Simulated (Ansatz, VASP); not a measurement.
**Sn: VASP beside Ansatz**

One calculation is typed for both programs; each brings its own data sets. How far apart do they land? The cell is taken from a series of runs on this material, whose earlier steps may have relaxed, scaled, displaced or heated it; both programs get it as it stands.

Main program and level: Ansatz 0.2.0; plane waves, with VASP 6.6.1 beside it; zone-centre phonons at PBEsol.

**1. The structure**

Symmetry: R-3m, No. 166, trigonal system. The conventional cell has a = 4.718 Å, b = 4.718 Å, c = 11.534 Å, α = 90.00°, β = 90.00°, γ = 120.00°. Sn has 4 Sn at 2.89 Å nearest.

As a file:

```cif
data_structure
_symmetry_space_group_name_H-M 'P 1'
_symmetry_Int_Tables_number 1
_cell_length_a 4.7117
_cell_length_b 4.7117
_cell_length_c 4.7117
_cell_angle_alpha 60.085
_cell_angle_beta 60.085
_cell_angle_gamma 60.085
_cell_volume 74.10
loop_
_atom_site_label
_atom_site_type_symbol
_atom_site_fract_x
_atom_site_fract_y
_atom_site_fract_z
_atom_site_occupancy
Sn1 Sn 0.49983 0.49983 0.49983 1
Sn2 Sn 0.75017 0.75017 0.75017 1
```

**2. VASP: zone-centre phonons, PBEsol**

Second derivatives magnify differences that forces hide, and they need a tight electronic threshold.

Lines of VASP's logs that name or quote its potential files are left out, and so is its time.

File INCAR:

```
SYSTEM = Sn
PREC = Accurate
ENCUT = 500
EDIFF = 1E-08
NELM = 120
ISMEAR = 0
SIGMA = 0.015
LREAL = .FALSE.
ALGO = Normal
GGA = PS
NBANDS = 20
LORBIT = 11
LWAVE = .FALSE.
LCHARG = .FALSE.
ISIF = 2
ISYM = 2
IBRION = 8
LASPH = .TRUE.
GGA_COMPAT = .FALSE.
KPAR = 2
```

File POSCAR:

```
Sn
1.0
   -0.0042635848      3.3316641778      3.3316641778
    3.3316641778     -0.0042635848      3.3316641778
    3.3316641778      3.3316641778     -0.0042635848
Sn
2
Direct
    0.4998272586      0.4998272586      0.4998272586
    0.7501727414      0.7501727414      0.7501727414
```

File KPOINTS:

```
Points of the shifted mesh
1728
Reciprocal
 0.0416666667  0.0416666667  0.0416666667 1
 0.0416666667  0.0416666667  0.1250000000 1
 0.0416666667  0.0416666667  0.2083333333 1
 0.0416666667  0.0416666667  0.2916666667 1
 0.0416666667  0.0416666667  0.3750000000 1
 0.0416666667  0.0416666667  0.4583333333 1
 0.0416666667  0.0416666667  0.5416666667 1
 0.0416666667  0.0416666667  0.6250000000 1
 0.0416666667  0.0416666667  0.7083333333 1
 0.0416666667  0.0416666667  0.7916666667 1
 0.0416666667  0.0416666667  0.8750000000 1
 0.0416666667  0.0416666667  0.9583333333 1
 0.0416666667  0.1250000000  0.0416666667 1
 0.0416666667  0.1250000000  0.1250000000 1
 0.0416666667  0.1250000000  0.2083333333 1
 0.0416666667  0.1250000000  0.2916666667 1
 0.0416666667  0.1250000000  0.3750000000 1
 0.0416666667  0.1250000000  0.4583333333 1
 0.0416666667  0.1250000000  0.5416666667 1
 0.0416666667  0.1250000000  0.6250000000 1
 0.0416666667  0.1250000000  0.7083333333 1
 0.0416666667  0.1250000000  0.7916666667 1
 0.0416666667  0.1250000000  0.8750000000 1
 0.0416666667  0.1250000000  0.9583333333 1
 0.0416666667  0.2083333333  0.0416666667 1
 0.0416666667  0.2083333333  0.1250000000 1
 0.0416666667  0.2083333333  0.2083333333 1
 0.0416666667  0.2083333333  0.2916666667 1
 0.0416666667  0.2083333333  0.3750000000 1
 0.0416666667  0.2083333333  0.4583333333 1
 0.0416666667  0.2083333333  0.5416666667 1
 0.0416666667  0.2083333333  0.6250000000 1
 0.0416666667  0.2083333333  0.7083333333 1
 0.0416666667  0.2083333333  0.7916666667 1
 0.0416666667  0.2083333333  0.8750000000 1
 0.0416666667  0.2083333333  0.9583333333 1
 0.0416666667  0.2916666667  0.0416666667 1
 0.0416666667  0.2916666667  0.1250000000 1
 0.0416666667  0.2916666667  0.2083333333 1
 0.0416666667  0.2916666667  0.2916666667 1
 0.0416666667  0.2916666667  0.3750000000 1
 0.0416666667  0.2916666667  0.4583333333 1
 0.0416666667  0.2916666667  0.5416666667 1
 0.0416666667  0.2916666667  0.6250000000 1
 0.0416666667  0.2916666667  0.7083333333 1
 0.0416666667  0.2916666667  0.7916666667 1
 0.0416666667  0.2916666667  0.8750000000 1
 0.0416666667  0.2916666667  0.9583333333 1
 0.0416666667  0.3750000000  0.0416666667 1
 0.0416666667  0.3750000000  0.1250000000 1
 0.0416666667  0.3750000000  0.2083333333 1
 0.0416666667  0.3750000000  0.2916666667 1
 0.0416666667  0.3750000000  0.3750000000 1
 0.0416666667  0.3750000000  0.4583333333 1
 0.0416666667  0.3750000000  0.5416666667 1
 0.0416666667  0.3750000000  0.6250000000 1
 0.0416666667  0.3750000000  0.7083333333 1
 0.0416666667  0.3750000000  0.7916666667 1
 0.0416666667  0.3750000000  0.8750000000 1
 0.0416666667  0.3750000000  0.9583333333 1
 0.0416666667  0.4583333333  0.0416666667 1
 0.0416666667  0.4583333333  0.1250000000 1
 0.0416666667  0.4583333333  0.2083333333 1
 0.0416666667  0.4583333333  0.2916666667 1
 0.0416666667  0.4583333333  0.3750000000 1
 0.0416666667  0.4583333333  0.4583333333 1
 0.0416666667  0.4583333333  0.5416666667 1
 0.0416666667  0.4583333333  0.6250000000 1
 0.0416666667  0.4583333333  0.7083333333 1
 0.0416666667  0.4583333333  0.7916666667 1
 0.0416666667  0.4583333333  0.8750000000 1
 0.0416666667  0.4583333333  0.9583333333 1
 0.0416666667  0.5416666667  0.0416666667 1
 0.0416666667  0.5416666667  0.1250000000 1
 0.0416666667  0.5416666667  0.2083333333 1
 0.0416666667  0.5416666667  0.2916666667 1
 0.0416666667  0.5416666667  0.3750000000 1
 0.0416666667  0.5416666667  0.4583333333 1
 0.0416666667  0.5416666667  0.5416666667 1
 0.0416666667  0.5416666667  0.6250000000 1
 0.0416666667  0.5416666667  0.7083333333 1
 0.0416666667  0.5416666667  0.7916666667 1
 0.0416666667  0.5416666667  0.8750000000 1
 0.0416666667  0.5416666667  0.9583333333 1
 0.0416666667  0.6250000000  0.0416666667 1
 0.0416666667  0.6250000000  0.1250000000 1
 0.0416666667  0.6250000000  0.2083333333 1
 0.0416666667  0.6250000000  0.2916666667 1
 0.0416666667  0.6250000000  0.3750000000 1
 0.0416666667  0.6250000000  0.4583333333 1
 0.0416666667  0.6250000000  0.5416666667 1
 0.0416666667  0.6250000000  0.6250000000 1
 0.0416666667  0.6250000000  0.7083333333 1
 0.0416666667  0.6250000000  0.7916666667 1
 0.0416666667  0.6250000000  0.8750000000 1
 0.0416666667  0.6250000000  0.9583333333 1
 0.0416666667  0.7083333333  0.0416666667 1
 0.0416666667  0.7083333333  0.1250000000 1
 0.0416666667  0.7083333333  0.2083333333 1
 0.0416666667  0.7083333333  0.2916666667 1
 0.0416666667  0.7083333333  0.3750000000 1
 0.0416666667  0.7083333333  0.4583333333 1
 0.0416666667  0.7083333333  0.5416666667 1
 0.0416666667  0.7083333333  0.6250000000 1
 0.0416666667  0.7083333333  0.7083333333 1
 0.0416666667  0.7083333333  0.7916666667 1
 0.0416666667  0.7083333333  0.8750000000 1
 0.0416666667  0.7083333333  0.9583333333 1
 0.0416666667  0.7916666667  0.0416666667 1
 0.0416666667  0.7916666667  0.1250000000 1
 0.0416666667  0.7916666667  0.2083333333 1
 0.0416666667  0.7916666667  0.2916666667 1
[... 1390 lines left out ...]
 0.8750000000  0.4583333333  0.1250000000 1
 0.8750000000  0.4583333333  0.2083333333 1
 0.8750000000  0.4583333333  0.2916666667 1
 0.8750000000  0.4583333333  0.3750000000 1
 0.8750000000  0.4583333333  0.4583333333 1
 0.8750000000  0.4583333333  0.5416666667 1
 0.8750000000  0.4583333333  0.6250000000 1
 0.8750000000  0.4583333333  0.7083333333 1
 0.8750000000  0.4583333333  0.7916666667 1
 0.8750000000  0.4583333333  0.8750000000 1
 0.8750000000  0.4583333333  0.9583333333 1
 0.8750000000  0.5416666667  0.0416666667 1
 0.8750000000  0.5416666667  0.1250000000 1
 0.8750000000  0.5416666667  0.2083333333 1
 0.8750000000  0.5416666667  0.2916666667 1
 0.8750000000  0.5416666667  0.3750000000 1
 0.8750000000  0.5416666667  0.4583333333 1
 0.8750000000  0.5416666667  0.5416666667 1
 0.8750000000  0.5416666667  0.6250000000 1
 0.8750000000  0.5416666667  0.7083333333 1
 0.8750000000  0.5416666667  0.7916666667 1
 0.8750000000  0.5416666667  0.8750000000 1
 0.8750000000  0.5416666667  0.9583333333 1
 0.8750000000  0.6250000000  0.0416666667 1
 0.8750000000  0.6250000000  0.1250000000 1
 0.8750000000  0.6250000000  0.2083333333 1
 0.8750000000  0.6250000000  0.2916666667 1
 0.8750000000  0.6250000000  0.3750000000 1
 0.8750000000  0.6250000000  0.4583333333 1
 0.8750000000  0.6250000000  0.5416666667 1
 0.8750000000  0.6250000000  0.6250000000 1
 0.8750000000  0.6250000000  0.7083333333 1
 0.8750000000  0.6250000000  0.7916666667 1
 0.8750000000  0.6250000000  0.8750000000 1
 0.8750000000  0.6250000000  0.9583333333 1
 0.8750000000  0.7083333333  0.0416666667 1
 0.8750000000  0.7083333333  0.1250000000 1
 0.8750000000  0.7083333333  0.2083333333 1
 0.8750000000  0.7083333333  0.2916666667 1
 0.8750000000  0.7083333333  0.3750000000 1
 0.8750000000  0.7083333333  0.4583333333 1
 0.8750000000  0.7083333333  0.5416666667 1
 0.8750000000  0.7083333333  0.6250000000 1
 0.8750000000  0.7083333333  0.7083333333 1
 0.8750000000  0.7083333333  0.7916666667 1
 0.8750000000  0.7083333333  0.8750000000 1
 0.8750000000  0.7083333333  0.9583333333 1
 0.8750000000  0.7916666667  0.0416666667 1
 0.8750000000  0.7916666667  0.1250000000 1
 0.8750000000  0.7916666667  0.2083333333 1
 0.8750000000  0.7916666667  0.2916666667 1
 0.8750000000  0.7916666667  0.3750000000 1
 0.8750000000  0.7916666667  0.4583333333 1
 0.8750000000  0.7916666667  0.5416666667 1
 0.8750000000  0.7916666667  0.6250000000 1
 0.8750000000  0.7916666667  0.7083333333 1
 0.8750000000  0.7916666667  0.7916666667 1
 0.8750000000  0.7916666667  0.8750000000 1
 0.8750000000  0.7916666667  0.9583333333 1
 0.8750000000  0.8750000000  0.0416666667 1
 0.8750000000  0.8750000000  0.1250000000 1
 0.8750000000  0.8750000000  0.2083333333 1
 0.8750000000  0.8750000000  0.2916666667 1
 0.8750000000  0.8750000000  0.3750000000 1
 0.8750000000  0.8750000000  0.4583333333 1
 0.8750000000  0.8750000000  0.5416666667 1
 0.8750000000  0.8750000000  0.6250000000 1
 0.8750000000  0.8750000000  0.7083333333 1
 0.8750000000  0.8750000000  0.7916666667 1
 0.8750000000  0.8750000000  0.8750000000 1
 0.8750000000  0.8750000000  0.9583333333 1
 0.8750000000  0.9583333333  0.0416666667 1
 0.8750000000  0.9583333333  0.1250000000 1
 0.8750000000  0.9583333333  0.2083333333 1
 0.8750000000  0.9583333333  0.2916666667 1
 0.8750000000  0.9583333333  0.3750000000 1
 0.8750000000  0.9583333333  0.4583333333 1
 0.8750000000  0.9583333333  0.5416666667 1
 0.8750000000  0.9583333333  0.6250000000 1
 0.8750000000  0.9583333333  0.7083333333 1
 0.8750000000  0.9583333333  0.7916666667 1
 0.8750000000  0.9583333333  0.8750000000 1
 0.8750000000  0.9583333333  0.9583333333 1
 0.9583333333  0.0416666667  0.0416666667 1
 0.9583333333  0.0416666667  0.1250000000 1
 0.9583333333  0.0416666667  0.2083333333 1
 0.9583333333  0.0416666667  0.2916666667 1
 0.9583333333  0.0416666667  0.3750000000 1
 0.9583333333  0.0416666667  0.4583333333 1
 0.9583333333  0.0416666667  0.5416666667 1
 0.9583333333  0.0416666667  0.6250000000 1
 0.9583333333  0.0416666667  0.7083333333 1
 0.9583333333  0.0416666667  0.7916666667 1
 0.9583333333  0.0416666667  0.8750000000 1
 0.9583333333  0.0416666667  0.9583333333 1
 0.9583333333  0.1250000000  0.0416666667 1
 0.9583333333  0.1250000000  0.1250000000 1
 0.9583333333  0.1250000000  0.2083333333 1
 0.9583333333  0.1250000000  0.2916666667 1
 0.9583333333  0.1250000000  0.3750000000 1
 0.9583333333  0.1250000000  0.4583333333 1
 0.9583333333  0.1250000000  0.5416666667 1
 0.9583333333  0.1250000000  0.6250000000 1
 0.9583333333  0.1250000000  0.7083333333 1
 0.9583333333  0.1250000000  0.7916666667 1
 0.9583333333  0.1250000000  0.8750000000 1
 0.9583333333  0.1250000000  0.9583333333 1
 0.9583333333  0.2083333333  0.0416666667 1
 0.9583333333  0.2083333333  0.1250000000 1
 0.9583333333  0.2083333333  0.2083333333 1
 0.9583333333  0.2083333333  0.2916666667 1
 0.9583333333  0.2083333333  0.3750000000 1
 0.9583333333  0.2083333333  0.4583333333 1
 0.9583333333  0.2083333333  0.5416666667 1
 0.9583333333  0.2083333333  0.6250000000 1
 0.9583333333  0.2083333333  0.7083333333 1
 0.9583333333  0.2083333333  0.7916666667 1
 0.9583333333  0.2083333333  0.8750000000 1
 0.9583333333  0.2083333333  0.9583333333 1
 0.9583333333  0.2916666667  0.0416666667 1
 0.9583333333  0.2916666667  0.1250000000 1
 0.9583333333  0.2916666667  0.2083333333 1
 0.9583333333  0.2916666667  0.2916666667 1
 0.9583333333  0.2916666667  0.3750000000 1
 0.9583333333  0.2916666667  0.4583333333 1
 0.9583333333  0.2916666667  0.5416666667 1
 0.9583333333  0.2916666667  0.6250000000 1
 0.9583333333  0.2916666667  0.7083333333 1
 0.9583333333  0.2916666667  0.7916666667 1
 0.9583333333  0.2916666667  0.8750000000 1
 0.9583333333  0.2916666667  0.9583333333 1
 0.9583333333  0.3750000000  0.0416666667 1
 0.9583333333  0.3750000000  0.1250000000 1
 0.9583333333  0.3750000000  0.2083333333 1
 0.9583333333  0.3750000000  0.2916666667 1
 0.9583333333  0.3750000000  0.3750000000 1
 0.9583333333  0.3750000000  0.4583333333 1
 0.9583333333  0.3750000000  0.5416666667 1
 0.9583333333  0.3750000000  0.6250000000 1
 0.9583333333  0.3750000000  0.7083333333 1
 0.9583333333  0.3750000000  0.7916666667 1
 0.9583333333  0.3750000000  0.8750000000 1
 0.9583333333  0.3750000000  0.9583333333 1
 0.9583333333  0.4583333333  0.0416666667 1
 0.9583333333  0.4583333333  0.1250000000 1
 0.9583333333  0.4583333333  0.2083333333 1
 0.9583333333  0.4583333333  0.2916666667 1
 0.9583333333  0.4583333333  0.3750000000 1
 0.9583333333  0.4583333333  0.4583333333 1
 0.9583333333  0.4583333333  0.5416666667 1
 0.9583333333  0.4583333333  0.6250000000 1
 0.9583333333  0.4583333333  0.7083333333 1
 0.9583333333  0.4583333333  0.7916666667 1
 0.9583333333  0.4583333333  0.8750000000 1
 0.9583333333  0.4583333333  0.9583333333 1
 0.9583333333  0.5416666667  0.0416666667 1
 0.9583333333  0.5416666667  0.1250000000 1
 0.9583333333  0.5416666667  0.2083333333 1
 0.9583333333  0.5416666667  0.2916666667 1
 0.9583333333  0.5416666667  0.3750000000 1
 0.9583333333  0.5416666667  0.4583333333 1
 0.9583333333  0.5416666667  0.5416666667 1
 0.9583333333  0.5416666667  0.6250000000 1
 0.9583333333  0.5416666667  0.7083333333 1
 0.9583333333  0.5416666667  0.7916666667 1
 0.9583333333  0.5416666667  0.8750000000 1
 0.9583333333  0.5416666667  0.9583333333 1
 0.9583333333  0.6250000000  0.0416666667 1
 0.9583333333  0.6250000000  0.1250000000 1
 0.9583333333  0.6250000000  0.2083333333 1
 0.9583333333  0.6250000000  0.2916666667 1
 0.9583333333  0.6250000000  0.3750000000 1
 0.9583333333  0.6250000000  0.4583333333 1
 0.9583333333  0.6250000000  0.5416666667 1
 0.9583333333  0.6250000000  0.6250000000 1
 0.9583333333  0.6250000000  0.7083333333 1
 0.9583333333  0.6250000000  0.7916666667 1
 0.9583333333  0.6250000000  0.8750000000 1
 0.9583333333  0.6250000000  0.9583333333 1
 0.9583333333  0.7083333333  0.0416666667 1
 0.9583333333  0.7083333333  0.1250000000 1
 0.9583333333  0.7083333333  0.2083333333 1
 0.9583333333  0.7083333333  0.2916666667 1
 0.9583333333  0.7083333333  0.3750000000 1
 0.9583333333  0.7083333333  0.4583333333 1
 0.9583333333  0.7083333333  0.5416666667 1
 0.9583333333  0.7083333333  0.6250000000 1
 0.9583333333  0.7083333333  0.7083333333 1
 0.9583333333  0.7083333333  0.7916666667 1
 0.9583333333  0.7083333333  0.8750000000 1
 0.9583333333  0.7083333333  0.9583333333 1
 0.9583333333  0.7916666667  0.0416666667 1
 0.9583333333  0.7916666667  0.1250000000 1
 0.9583333333  0.7916666667  0.2083333333 1
 0.9583333333  0.7916666667  0.2916666667 1
 0.9583333333  0.7916666667  0.3750000000 1
 0.9583333333  0.7916666667  0.4583333333 1
 0.9583333333  0.7916666667  0.5416666667 1
 0.9583333333  0.7916666667  0.6250000000 1
 0.9583333333  0.7916666667  0.7083333333 1
 0.9583333333  0.7916666667  0.7916666667 1
 0.9583333333  0.7916666667  0.8750000000 1
 0.9583333333  0.7916666667  0.9583333333 1
 0.9583333333  0.8750000000  0.0416666667 1
 0.9583333333  0.8750000000  0.1250000000 1
 0.9583333333  0.8750000000  0.2083333333 1
 0.9583333333  0.8750000000  0.2916666667 1
 0.9583333333  0.8750000000  0.3750000000 1
 0.9583333333  0.8750000000  0.4583333333 1
 0.9583333333  0.8750000000  0.5416666667 1
 0.9583333333  0.8750000000  0.6250000000 1
 0.9583333333  0.8750000000  0.7083333333 1
 0.9583333333  0.8750000000  0.7916666667 1
 0.9583333333  0.8750000000  0.8750000000 1
 0.9583333333  0.8750000000  0.9583333333 1
 0.9583333333  0.9583333333  0.0416666667 1
 0.9583333333  0.9583333333  0.1250000000 1
 0.9583333333  0.9583333333  0.2083333333 1
 0.9583333333  0.9583333333  0.2916666667 1
 0.9583333333  0.9583333333  0.3750000000 1
 0.9583333333  0.9583333333  0.4583333333 1
 0.9583333333  0.9583333333  0.5416666667 1
 0.9583333333  0.9583333333  0.6250000000 1
 0.9583333333  0.9583333333  0.7083333333 1
 0.9583333333  0.9583333333  0.7916666667 1
 0.9583333333  0.9583333333  0.8750000000 1
 0.9583333333  0.9583333333  0.9583333333 1
```

PAW data sets: Sn_d (PBE family, release 64).

Run with:

```
> mpirun -np 2 vasp_std
```

Numbers of over 12 decimals in the logs are rounded to 6 here.

The program printed:

```text
[banner, memory and clock lines left out]
running    2 mpi-ranks, on    1 nodes
 distrk:  each k-point on    1 cores,    2 groups
 distr:  one band on    1 cores,    1 groups

 POSCAR found type information on POSCAR Sn
 POSCAR found :  1 types and       2 ions
|                                                                             |
|               ----> ADVICE to this user running VASP <----                  |
|                                                                             |
|     You enforced a specific xc type in the INCAR file but a different       |
|     [... a line on the potential file left out ...]
|     I HOPE YOU KNOW WHAT YOU ARE DOING!                                     |
|                                                                             |

 LDA part: xc-table for (Slater+PW92), standard interpolation
 POSCAR, INCAR and KPOINTS ok, starting setup
 FFT: planning ... GRIDC
 FFT: planning ... GRID_SOFT
 FFT: planning ... GRID
 WAVECAR not read
 entering main loop
       N       E                     dE             d eps       ncg     rms          rms(c)
DAV:   1     0.219722063032E+03    0.21972E+03   -0.14737E+04 69560   0.193E+03
DAV:   2     0.148002157692E+02   -0.20492E+03   -0.20123E+03 69332   0.434E+02
DAV:   3    -0.776345133528E+01   -0.22564E+02   -0.22430E+02 79320   0.141E+02
DAV:   4    -0.849425963911E+01   -0.73081E+00   -0.73041E+00 78132   0.287E+01
DAV:   5    -0.851984642827E+01   -0.25587E-01   -0.25586E-01 94912   0.526E+00    0.290E+00
DAV:   6    -0.846257615429E+01    0.57270E-01   -0.40824E-02 93372   0.270E+00    0.164E+00
DAV:   7    -0.843500813153E+01    0.27568E-01   -0.46712E-02 78696   0.250E+00    0.163E-01
DAV:   8    -0.843585078910E+01   -0.84266E-03   -0.68077E-03 75884   0.102E+00    0.509E-02
DAV:   9    -0.843612723489E+01   -0.27645E-03   -0.35848E-04 83856   0.142E-01    0.113E-02
DAV:  10    -0.843614396512E+01   -0.16730E-04   -0.24567E-05 82224   0.425E-02    0.550E-03
DAV:  11    -0.843614597785E+01   -0.20127E-05   -0.27353E-06 75780   0.129E-02    0.739E-04
DAV:  12    -0.843614594748E+01    0.30375E-07   -0.17196E-07 83184   0.403E-03    0.314E-04
DAV:  13    -0.843614592011E+01    0.27365E-07   -0.12436E-08 60440   0.830E-04    0.408E-05
DAV:  14    -0.843614593074E+01   -0.10625E-07   -0.12647E-09 44332   0.414E-04    0.139E-05
DAV:  15    -0.843614593047E+01    0.27285E-09   -0.43252E-10 39180   0.258E-04
   1 F= -.84361459E+01 E0= -.84361442E+01  d E =-.337029E-05
 Linear response reoptimize wavefunctions to high precision
DAV:   1    -0.843614593185E+01   -0.13888E-08   -0.26005E-10 40628   0.219E-04
DAV:   2    -0.843614593187E+01   -0.15007E-10   -0.12002E-10 37688   0.119E-04
 Linear response DOF=           1
 Linear response progress:
  Degree of freedom:   1/  1
       N       E                     dE             d eps       ncg     rms          rms(c)
RMM:   1    -0.214541073092E+00   -0.21454E+00    0.51156E-01 86766   0.983E+00
RMM:   2    -0.221134480906E+00   -0.65934E-02   -0.19406E-02121244   0.114E+00    0.646E-02
RMM:   3    -0.221239389670E+00   -0.10491E-03   -0.15680E-03128044   0.317E-01    0.294E-02
RMM:   4    -0.221097806310E+00    0.14158E-03   -0.11234E-04125977   0.958E-02    0.108E-02
RMM:   5    -0.221068766538E+00    0.29040E-04   -0.15169E-05129648   0.319E-02    0.407E-03
RMM:   6    -0.221069598685E+00   -0.83215E-06   -0.37974E-09130009   0.918E-03    0.168E-03
RMM:   7    -0.221070035298E+00   -0.43661E-06   -0.16467E-07127492   0.322E-03    0.398E-04
RMM:   8    -0.221067652633E+00    0.23827E-05   -0.42571E-08131290   0.117E-03    0.220E-04
RMM:   9    -0.221066711362E+00    0.94127E-06   -0.60257E-08131460   0.460E-04    0.464E-05
RMM:  10    -0.221066947924E+00   -0.23656E-06    0.50821E-09138550   0.184E-04    0.198E-05
RMM:  11    -0.221066956838E+00   -0.89136E-08   -0.16940E-08132392   0.907E-05    0.487E-06
 first order change of Fermi-energy   0.67512E+00
 force on displaced ion       1 direction 1 :  -6.627  -0.007  -0.007
 Linear response finished
```

[end of part 1 of 2]

[Lines on the potential files, build, host, timing and source positions are cut from VASP's logs without a mark.]

[Logs are printed without paths, hosts, clocks, repeated set-up lines and the standing remarks that a program may print on its own settings, such as how far it seeks lower states.]

[Hosts, paths, dates, database ids (printed as entryN), source tags and the programs' standing remarks are cut or masked in the printed files.]
